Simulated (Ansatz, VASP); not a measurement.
# SnSe2: VASP beside Ansatz

Aim: how closely do two programs agree when they are given the same cell, functional and k mesh? The structure shown is the start of the Ansatz relaxation below; VASP solves that cell, so the two are compared at the walk's first step.

Main program and level: Ansatz 0.2.0; plane waves, with VASP 6.6.1 beside it; single point at PBE with D3(BJ).

## Step 1: The structure

The cell holds 3 atoms: 1 Sn and 2 Se. Its edges and angles: a = 3.810 Å, b = 3.810 Å, c = 30.080 Å, α = 90.0°, β = 90.0°, γ = 120.0°. Vacuum lies along c. The height across the vacuum is the one that the program set for its solve, not the one typed.

## Step 2: Ansatz: relaxation, PBE with D3(BJ)

Ansatz runs on its PAW soft_1 files.

The two programs are compared at the cell with which this relaxation starts, whose forces are those of its first step.

input.yaml reads:

```yaml
crystal:
  lattice:
    - [3.81, 0.0, 0.0]
    - [-1.905, 3.29956, 0.0]
    - [0.0, 0.0, 19.14]
  atoms:
    - { symbol: Sn, position: [0.0, 0.0, 0.5] }
    - { symbol: Se, position: [0.333333, 0.666667, 0.582027] }
    - { symbol: Se, position: [0.666667, 0.333333, 0.417973] }
  periodic: [true, true, false]
kpoints:
  mp_grid: { grid: [9, 9, 1] }
hamiltonian:
  xc: pbe
  dispersion: d3bj
  pseudopotentials: { kind: paw, azcp: { folder: soft_1 } }
scf:
  occupations: { method: gaussian, width: 0.02 }
output:
  forces: true
  stress: true
  eigenvalues: true
relax:
  adjacent_minimum: "off"
  f_tol: 0.004
  max_steps: 80
  cell: { stress_2d_tol: 0.01 }
```

The run is started by

```sh
$ ansatz run input.yaml --threads 8 --pin off --max-ram 20480MiB --backend cpu --events-out ev --progress --plain --runs-dir out
```

Numbers of over 12 decimals in the logs are rounded to 6 here.

The program printed:

```text
Warning: crystal.periodic: the lattice vector that does not repeat stood 0.000° off the slab's normal, 19.140 Å along it as the deck builds it. The run solves the slab on a vector along the normal, 30.080 Å long, with every atom where it was (on the deck's vector they left 16.00 Å outside them, and the widest stretch free of ions among them is 1.57 Å). A fractional position that the run reports is one of the run's ce [...]
Warning: the atoms were moved onto the symmetric positions of the space group found under crystal.symmetry.tolerance 1.0e-5 (fractional; no operation is sought that the atoms, as they stand in a round, miss by more than twice it, and no atom is moved by as much as it), and the run uses the moved positions. Before a round's move an operation carried an atom to 3.81e-6 Å from where it should land, the largest such dist [...]
[...]
Crystal: 3 atoms, lattice volume = 380.640 Å³
iter 1 solved again at ethr=4.61e-8 eV; its pass at ethr=3.10e-3 eV (dr2=2.12e-5 eV) is discarded
SCF iter   1: F=—  HF=-16964.231194 eV  |F-HF|=—  |Δ(HF+E_count)|=         —  Δρ=6.69e-5  dr2=1.93e-5  ethr=4.61e-8  ⟨swp⟩=4.0  Hψ=2033  notcnv=0
preconditioner: auto → Resta (q_TF=auto, 1.918 Å⁻¹)  ε∞=1.6  [insulator: Δε(μ)=0.820 eV  Ē_g=9.658 eV  σ=0.020 eV  W_gap=1.00  n_scr=36 (ndim 8)  ℏωp=7.6 eV  f_vac=0.772  D(μ)=0.00/eV (n_scr^D=0)  ε∞_Penn≈1.6  vacuum switching on, ρ_ref=6.8e-3 e/Å³]
SCF iter   2: F=—  HF=-16964.231184 eV  |F-HF|=—  |Δ(HF+E_count)|=   1.00e-5  Δρ=2.88e-5  dr2=3.67e-6  ethr=4.20e-8  ⟨swp⟩=2.1  Hψ=407  notcnv=0
SCF iter   3: F=—  HF=-16964.231183 eV  |F-HF|=—  |Δ(HF+E_count)|=   9.49e-7  Δρ=5.54e-6  dr2=1.23e-7  ethr=7.97e-9  ⟨swp⟩=3.8  Hψ=663  notcnv=0
SCF iter   4: F=—  HF=-16964.231183 eV  |F-HF|=—  |Δ(HF+E_count)|=   6.15e-8  Δρ=2.32e-6  dr2=7.70e-8  ethr=6.29e-11  ⟨swp⟩=11.1  Hψ=1883  notcnv=0
SCF iter   5: F=-16964.231183 eV  HF=-16964.231183 eV  |F-HF|=1.36e-9  |Δ(HF+E_count)|=   6.90e-9  Δρ=2.70e-7  dr2=4.07e-10  ethr=6.29e-11  ⟨swp⟩=4.0  Hψ=1393  notcnv=0
SCF 4 converged in 5 iterations: F = -16964.231183 eV  dr2 = 4.07e-10
relax step   4: F+E_penalty+E_count = -16964.23118262 eV  Δ(F+E_penalty+E_count) = -1.151e-4 eV  max|allowed force component| = 2.116e-3 eV/Å  Δτ_max = 0.0029 Å  P = +0.032 N/m  Ω = 380.640 Å³  energy of the carried Pulay correction = -3.447e-5 eV  fix = [c, alpha, beta]  reactions: c +0.000 N/m  (5 SCF iters, dr2 threshold 2.89e-8 eV, accepted)
[...]
relax step   5: F+E_penalty+E_count = -16964.23119135 eV  Δ(F+E_penalty+E_count) = -8.726e-6 eV  max|allowed force component| = 1.357e-4 eV/Å  Δτ_max = 0.0007 Å  P = +0.006 N/m  Ω = 380.927 Å³  energy of the carried Pulay correction = -3.842e-5 eV  fix = [c, alpha, beta]  reactions: c +0.000 N/m  (5 SCF iters, dr2 threshold 1.49e-9 eV, accepted)
[...]
relax step   6: F+E_penalty+E_count = -16964.23122890 eV  Δ(F+E_penalty+E_count) = -3.755e-5 eV  max|allowed force component| = 1.234e-4 eV/Å  Δτ_max = 0.0000 Å  P = +0.006 N/m  Ω = 380.927 Å³  fix = [c, alpha, beta]  reactions: c +0.000 N/m  stress off target by 5.60e-3 N/m on what of the cell is left free  SCF on the basis re-selected at this cell (its energy is not comparable with the rows above)  (8 SCF iters)
basis re-selected at this cell: Δ(F+E_penalty+E_count) = -3.755e-5 eV, ΔP = -0.000 N/m vs the last step (what re-selecting the basis moved, of the pressure what is left beyond the Pulay correction that the steps carried, after the strain that the cell walked since its last selection, with what the two solves' SCF thresholds leave and, on support functions, any second-order correction that the steps lacked; it is no m [...]
SCF converged after 8 iterations
Free energy (F): -16964.231229 eV
Harris-Foulkes:  -16964.231229 eV  (|F-HF|=5.46e-11)
Internal energy: -16964.231229 eV  (E = F + TS)
E sigma→0 (E₀):  -16964.231229 eV
Fermi energy:    -5.547258 eV
--- Per-component energies (eV) ---
  E_band       = -1498.993420
  E_kinetic    = 389.199435
  E_local      = -95407.760546  (includes V_loc(G=0)·N_el)
  E_nonlocal   = -563.644007
  E_hartree    = 47523.063609
  E_xc         = -295.043918
  E_vxc        = -259.763436  (∫ρ·V_xc dr)
  E_paw        = -8631.794006  (= ΣΔE_a)
  E_vpaw       = -703.151652  (= ΣTr[D̂ρ^β])
  E_aug_tail   = -0.000472  (compensation charges beyond the density's cutoff)
  E_ewald      = 40022.506046
  E_disp       = -0.757370  (pairwise vdW)
  E_smearing   = -0.000000  (= −TS)
  E_closure    = 0.000000  (closes the sum)
  Σ components = -16964.231229   (vs F -16964.231229, Δ=0.00e0)
--- Forces (eV/Å), atoms counted from 1 ---
  atom   1  Sn    -0.00000000     0.00000000     0.00000000
  atom   2  Se    -0.00000000    -0.00000000     0.00012337
  atom   3  Se     0.00000000     0.00000000    -0.00012337
  max |Σ_I F_I| component: 5.26e-31 eV/Å
--- 2D stress c σ (N/m, compression-positive) ---
        0.005598       0.000000      -0.000000
       -0.000000       0.005598      -0.000000
       -0.000000      -0.000000       0.000000
  P = ½ c Tr σ = 0.0056 N/m
--- Band table (eV; the first three rows and the last of 12) ---
  k-point 0: bands = ["-52.6635", "-52.6635", "-52.6634", "-52.6634", "-52.6386", "-52.6386", "-52.6383", "-52.6383", "-52.6289", "-52.6288", "-27.1233", "-27.1233", "-27.0855", "-27.0754", "-27.0754", "-19.4723", "-18.1666", "-11.6279", "-7.1489", "-6.4199", "-6.4199", "-6.0334", "-6.0334", "-4.3652", "-2.8388", "-1.3322", "-1.3322", "-0.3903"]
  k-point 1: bands = ["-52.6635", "-52.6634", "-52.6634", "-52.6634", "-52.6386", "-52.6386", "-52.6383", "-52.6383", "-52.6289", "-52.6287", "-27.1275", "-27.1185", "-27.0824", "-27.0787", "-27.0754", "-19.3550", "-18.0846", "-11.6542", "-7.4080", "-7.0921", "-6.7861", "-6.6361", "-5.9588", "-3.8222", "-2.2262", "-1.4707 (-1.4707°)", "-1.0589", "-0.2592"]
  k-point 2: bands = ["-52.6634", "-52.6634", "-52.6632", "-52.6632", "-52.6386", "-52.6386", "-52.6384", "-52.6383", "-52.6288", "-52.6287", "-27.1404", "-27.1079", "-27.0873", "-27.0739", "-27.0724", "-19.0198", "-17.8734", "-11.8430", "-8.7751", "-7.6756", "-7.3696", "-6.8872", "-6.0314", "-3.9473", "-1.9504", "-0.5882 (-0.5882°)", "-0.5449", "0.0258"]
  k-point 11: bands = ["-52.6632", "-52.6631", "-52.6631", "-52.6631", "-52.6387", "-52.6385", "-52.6385", "-52.6384", "-52.6285", "-52.6285", "-27.1342", "-27.1342", "-27.0783", "-27.0783", "-27.0556", "-17.6027", "-17.6027", "-13.0490", "-9.6072", "-9.6072", "-9.2420", "-6.8507", "-6.8507", "-4.1797", "-0.7585", "-0.7585", "0.6173", "2.1727"]
  ° read free of the cell's end (the report's vacuum.weakly_bound_levels)
--- Relaxed structure (5 steps of the walk, 4 accepted, 1 SCFs on fresh bases) ---
  F+E_penalty+E_count = -16964.23122890 eV   max|allowed force component| = 1.234e-4 eV/Å   (the final SCF, on the basis selected at the relaxed cell)
  cell:  # Å, volume = 380.9270 Å³
    - [3.823990, 0, 0]
    - [-1.911995, 3.311672, 0]
    - [0, 0, 30.07998712]
  atoms:
    - { symbol: Sn, position: [0, 0, 0.318152] }
    - { symbol: Se, position: [0.333333, 0.666667, 0.371360] }
    - { symbol: Se, position: [0.666667, 0.333333, 0.264943] }
```

The column dr2 measures how far the density is from self-consistency, as an energy; F and HF (Harris–Foulkes) agree once it is small.

## Step 3: VASP: single point, PBE with D3(BJ), start cell, pair 1

The same cell, functional, mesh and smearing now go to VASP, with its own data sets.

Lines of VASP's logs that name or quote its potential files are left out, and so is its time.

INCAR reads:

```
SYSTEM = SnSe2
PREC = Accurate
ENCUT = 400
EDIFF = 1E-06
NELM = 120
ISMEAR = 0
SIGMA = 0.02
LREAL = .FALSE.
ALGO = Normal
GGA = PE
IVDW = 12
NBANDS = 19
LORBIT = 11
LWAVE = .FALSE.
LCHARG = .FALSE.
ISIF = 2
LDIPOL = .TRUE.
IDIPOL = 3
DIPOL = 0.5 0.5 0.318
LVHAR = .TRUE.
LASPH = .TRUE.
GGA_COMPAT = .FALSE.
EFERMI = MIDGAP
NELMDL = -8
KPAR = 2
```

POSCAR reads:

```
SnSe2
1.0
    3.8100020000      0.0000000000      0.0000000000
   -1.9050010000      3.2995580000      0.0000000000
    0.0000000000      0.0000000000     30.0799870000
Sn Se
1 2
Direct
    0.0000000000      0.0000000000      0.3181517332
    0.3333334344      0.6666668687      0.3703458050
    0.6666667172      0.3333334344      0.2659576615
```

KPOINTS reads:

```
Automatic mesh
0
Gamma
9 9 1
0 0 0
```

Potentials, in the order of the species: Sn_d and Se (PBE family, release 64).

The run is started by

```sh
$ mpirun -np 2 vasp_std
```

The program printed:

```text
[banner, memory and clock lines left out]
running    2 mpi-ranks, on    1 nodes
 distrk:  each k-point on    1 cores,    2 groups
 distr:  one band on    1 cores,    1 groups

 POSCAR found type information on POSCAR SnSe
 POSCAR found :  2 types and       3 ions
 LDA part: xc-table for (Slater+PW92), standard interpolation
 POSCAR, INCAR and KPOINTS ok, starting setup
 FFT: planning ... GRIDC
 FFT: planning ... GRID_SOFT
 FFT: planning ... GRID
 WAVECAR not read
 entering main loop
       N       E                     dE             d eps       ncg     rms          rms(c)
DAV:   1     0.162587414785E+03    0.16259E+03   -0.95382E+03   552   0.844E+02
DAV:   2     0.548596266937E+01   -0.15710E+03   -0.15320E+03   639   0.207E+02
DAV:   3    -0.115914844622E+02   -0.17077E+02   -0.17027E+02   551   0.810E+01
DAV:   4    -0.121020107923E+02   -0.51053E+00   -0.50981E+00   615   0.170E+01
DAV:   5    -0.121118335696E+02   -0.98228E-02   -0.98219E-02   691   0.236E+00
DAV:   6    -0.121119701116E+02   -0.13654E-03   -0.13654E-03   620   0.214E-01
DAV:   7    -0.121119729364E+02   -0.28247E-05   -0.28247E-05   713   0.326E-02
DAV:   8    -0.121119729852E+02   -0.48873E-07   -0.48840E-07   556   0.394E-03    0.500E+00
DAV:   9    -0.118511113281E+02    0.26086E+00   -0.56203E-01   699   0.789E+00    0.325E+00
DAV:  10    -0.118329560475E+02    0.18155E-01   -0.25007E-01   562   0.336E+00    0.507E-01
DAV:  11    -0.118279617144E+02    0.49943E-02   -0.29622E-02   603   0.179E+00    0.295E-01
DAV:  12    -0.118282609856E+02   -0.29927E-03   -0.27014E-03   550   0.320E-01    0.599E-02
DAV:  13    -0.118282554778E+02    0.55078E-05   -0.17889E-04   676   0.133E-01    0.321E-02
DAV:  14    -0.118282710586E+02   -0.15581E-04   -0.91451E-05   574   0.508E-02    0.984E-03
DAV:  15    -0.118282871914E+02   -0.16133E-04   -0.56752E-06   545   0.132E-02    0.913E-03
DAV:  16    -0.118283622520E+02   -0.75061E-04   -0.22306E-05   506   0.159E-02    0.447E-03
DAV:  17    -0.118284274426E+02   -0.65191E-04   -0.54636E-06   440   0.756E-03    0.411E-03
DAV:  18    -0.118284630796E+02   -0.35637E-04   -0.22434E-06   479   0.657E-03    0.213E-03
DAV:  19    -0.118284804813E+02   -0.17402E-04   -0.27300E-07   512   0.275E-03    0.618E-04
DAV:  20    -0.118284879188E+02   -0.74375E-05   -0.16255E-07   496   0.177E-03    0.104E-03
DAV:  21    -0.118284914027E+02   -0.34839E-05   -0.81898E-08   504   0.166E-03    0.172E-04
DAV:  22    -0.118284928437E+02   -0.14410E-05   -0.23811E-08   478   0.583E-04    0.186E-04
DAV:  23    -0.118284939424E+02   -0.10987E-05   -0.14282E-08   440   0.389E-04    0.219E-04
DAV:  24    -0.118284945892E+02   -0.64682E-06   -0.83791E-09   454   0.350E-04
   1 F= -.12596902E+02 E0= -.12596902E+02  d E =0.000000E+00
```

Parts of OUTCAR (step 3):

```text
ion  position               nearest neighbor table
   1  0.000  0.000  0.318-   3 2.70   2 2.70   2 2.70   3 2.70   3 2.70   2 2.70
   2  0.333  0.667  0.370-   1 2.70   1 2.70   1 2.70
   3  0.667  0.333  0.266-   1 2.70   1 2.70   1 2.70

  LATTYP: Found a hexagonal cell.
 ALAT       =     3.8100020000
 C/A-ratio  =     7.8950055669

 Subroutine GETGRP returns: Found 12 space group operations
 (whereof  6 operations were pure point group operations)

The static configuration has the point symmetry C_3v.
 The point group associated with its full space group is D_3d.

 Found     12 irreducible k-points:

   k-points           NKPTS =     12   k-points in BZ     NKDIM =     12   number of bands    NBANDS=     19

   dimension x,y,z NGX =    28 NGY =   28 NGZ =  196
   dimension x,y,z NGXF=    56 NGYF=   56 NGZF=  392

   ENCUT  =  400.0 eV  29.40 Ry    5.42 a.u.   6.21  6.21 49.05*2*pi/ulx,y,z

   NELECT =      26.0000    total number of electrons

 k-points in reciprocal lattice and weights: Automatic mesh
   0.00000000  0.00000000  0.00000000       0.012
   0.11111111 -0.00000000  0.00000000       0.074
   0.22222222 -0.00000000  0.00000000       0.074
   0.33333333 -0.00000000  0.00000000       0.074
   0.44444444 -0.00000000  0.00000000       0.074
   0.11111111  0.11111111  0.00000000       0.074
   0.22222222  0.11111111  0.00000000       0.148
   0.33333333  0.11111111  0.00000000       0.148
   0.44444444  0.11111111  0.00000000       0.074
   0.22222222  0.22222222  0.00000000       0.074
   0.33333333  0.22222222  0.00000000       0.148
   0.33333333  0.33333333  0.00000000       0.025

 dipolmoment           0.000000      0.000000      0.000003 electrons x Angstroem

 average (electrostatic) potential at core
       1-110.6959       2 -61.3396       3 -61.3396

 E-fermi :  -3.4944

 k-point     1 :       0.0000    0.0000    0.0000
  band No.  band energies     occupation
    ...
      9      -5.0626      2.00000
     10      -4.4465      2.00000
     11      -4.4465      2.00000
     12      -4.0376      2.00000
     13      -4.0376      2.00000
     14      -2.2605      0.00000
     15      -0.8287      0.00000
     16       0.7143      0.00000
     17       0.7143      0.00000
     18       1.6542      0.00000
    ...

 k-point     2 :       0.1111   -0.0000    0.0000
  band No.  band energies     occupation
    ...
      9      -5.4597      2.00000
     10      -5.0018      2.00000
     11      -4.8316      2.00000
     12      -4.6450      2.00000
     13      -3.9484      2.00000
     14      -1.6969      0.00000
     15      -0.1987      0.00000
     16       0.5956      0.00000
     17       1.0072      0.00000
     18       1.7920      0.00000
    ...

 k-point     3 :       0.2222   -0.0000    0.0000
  band No.  band energies     occupation
    ...
      9      -6.8440      2.00000
     10      -5.6716      2.00000
     11      -5.4367      2.00000
     12      -4.8170      2.00000
     13      -4.0098      2.00000
     14      -1.8357      0.00000
     15       0.1402      0.00000
     16       1.5101      0.00000
     17       1.5727      0.00000
     18       2.0767      0.00000
    ...

 Edisp (eV)   -0.76841

  Total       0.69886     0.69886     1.11892     0.00000     0.00000     0.00000
  in kB       2.96101     2.96101     4.74079     0.00000     0.00000     0.00000
  external pressure =        3.55 kB  Pullay stress =        0.00 kB

  energy-cutoff  :      400.00
  volume of cell :      378.15
      direct lattice vectors                 reciprocal lattice vectors
     3.810002000  0.000000000  0.000000000     0.262467054  0.151535448  0.000000000
    -1.905001000  3.299558000  0.000000000     0.000000000  0.303070896  0.000000000
     0.000000000  0.000000000 30.079987000     0.000000000  0.000000000  0.033244695

 POSITION                                       TOTAL-FORCE (eV/Angst)
 -----------------------------------------------------------------------------------
      0.00000      0.00000      9.57000        -0.000000      0.000000     -0.000000
      0.00000      2.19971     11.14000        -0.000000      0.000000      0.365864
      1.90500      1.09985      8.00000         0.000000      0.000000     -0.365864
 -----------------------------------------------------------------------------------
    total drift:                                0.000000     -0.000345     -0.000123

  FREE ENERGIE OF THE ION-ELECTRON SYSTEM (eV)
  ---------------------------------------------------
  free  energy   TOTEN  =       -12.5969022151 eV

  energy  without entropy=      -12.5969022151  energy(sigma->0) =      -12.59690222

 vacuum level on the upper side and lower side of the slab         2.055         2.055

 total charge
# of ion       s       p       d       tot
------------------------------------------
    1        1.052   1.034  10.106  12.191
    2        1.482   2.322   0.026   3.831
    3        1.482   2.322   0.026   3.831
--------------------------------------------------
tot          4.016   5.679  10.158  19.853

[... 3 further parts left out ...]
```

The run ends at a pressure of 0.36 GPa, with forces up to 0.37 eV/Å.

## Step 4: Differences

Known differences besides the potentials themselves: Ansatz cuts the interaction across the vacuum, VASP repeats the sheet with a dipole correction; the data sets hold 46 valence electrons in Ansatz (on its PAW soft_1 files) and 26 in VASP; Ansatz takes its cutoff from its data sets, VASP runs at 400 eV. Total energies have different zeros and are not compared.

Forces (eV/Å; atoms numbered as in POSCAR):

```
atom        Ansatz x, y, z          VASP x, y, z
 Sn1   0.000, 0.000, 0.000   0.000, 0.000, 0.000
 Se2   0.000, 0.000, 0.349   0.000, 0.000, 0.366
 Se3  0.000, 0.000, -0.349  0.000, 0.000, -0.366
```

The forces differ by 7.9 meV/Å r.m.s., which is 4.6 % of the r.m.s. force of 0.172 eV/Å (both taken over all components). With vacuum in the cell, a pressure given here is an average over mostly empty space and none of the material.

## Step 5: Ansatz: relaxation, PBE with D3(BJ)

The two programs are compared at the cell with which this relaxation starts, whose forces are those of its first step. This pair takes another cell of the material, with 6 atoms against 3 for the pair before.

The structure compared here is the start of the Ansatz relaxation; VASP solves that cell, so the two are compared at the walk's first step.

input.yaml, the sections that differ from step 2:

```yaml
crystal:
  lattice:
    - [3.81, 0.0, 0.0]
    - [-1.905, 3.29956, 0.0]
    - [0.0, 0.0, 25.28]
  atoms:
    - { symbol: Sn, position: [0.0, 0.0, 0.37856] }
    - { symbol: Se, position: [0.333333, 0.666667, 0.440665] }
    - { symbol: Se, position: [0.666667, 0.333333, 0.316456] }
    - { symbol: Sn, position: [0.0, 0.0, 0.62144] }
    - { symbol: Se, position: [0.333333, 0.666667, 0.683544] }
    - { symbol: Se, position: [0.666667, 0.333333, 0.559335] }
  periodic: [true, true, false]
# kpoints, hamiltonian, scf, output, relax: as in step 2
```

The run is started by

```sh
$ ansatz run input.yaml --threads 8 --pin off --max-ram 20480MiB --backend cpu --events-out ev --progress --plain --runs-dir out
```

The program printed:

```text
[...]
SCF iter   2: F=—  HF=-33928.742430 eV  |F-HF|=—  |Δ(HF+E_count)|=   5.32e-6  Δρ=5.95e-6  dr2=1.59e-7  ethr=7.47e-10  ⟨swp⟩=2.2  Hψ=791  notcnv=0
[...]
SCF iter   7: F=-33928.742430 eV  HF=-33928.742430 eV  |F-HF|=2.76e-10  |Δ(HF+E_count)|=  5.53e-10  Δρ=3.30e-8  dr2=4.69e-12  ethr=1.00e-12  ⟨swp⟩=8.7  Hψ=3062  notcnv=0
[...]
cell:  # Å, volume = 539.1696 Å³
    - [3.833713, 0, 0]
    - [-1.916856, 3.320092, 0]
    - [0, 0, 42.35996928]
  atoms:
    - { symbol: Sn, position: [0, 0, 0.227672] }
    - { symbol: Se, position: [0.333333, 0.666667, 0.265376] }
    - { symbol: Se, position: [0.666667, 0.333333, 0.189994] }
    - { symbol: Sn, position: [0, 0, 0.369118] }
    - { symbol: Se, position: [0.333333, 0.666667, 0.406796] }
    - { symbol: Se, position: [0.666667, 0.333333, 0.331414] }
[key lines of the parts left out:]
SCF converged after 9 iterations
Free energy (F): -33928.742558 eV
Fermi energy:    -5.582292 eV
P = ½ c Tr σ = -0.0025 N/m
```

(Part 1 of 2 ends here.)

[Lines on the potential files, build, host, timing and source positions are cut from VASP's logs without a mark.]

[Logs are printed without paths, hosts, clocks, repeated set-up lines and the standing remarks that a program may print on its own settings, such as how far it seeks lower states.]

[Hosts, paths, dates, database ids (printed as entryN), source tags and the programs' standing remarks are cut or masked in the printed files.]
